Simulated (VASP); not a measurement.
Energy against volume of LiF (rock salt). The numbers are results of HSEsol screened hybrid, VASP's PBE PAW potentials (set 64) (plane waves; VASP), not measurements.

```tsv
V (Å³/atom)	E (eV/atom)
7.587	-5.79635
7.837	-5.79846
8.087	-5.79663
8.338	-5.79145
8.588	-5.78344
```

**Question.** Fit a third-order Birch-Murnaghan equation of state.

**Answer.** 
```yaml
volume_per_atom: 7.84 Å³/atom
bulk_modulus: 78.9 GPa
pressure_derivative_of_the_bulk_modulus: 4.20
lattice_constant_a: 3.973 Å
```

The compound is LiF in the rock salt structure. It was relaxed first. The cell's shape comes from a PBE relaxation.
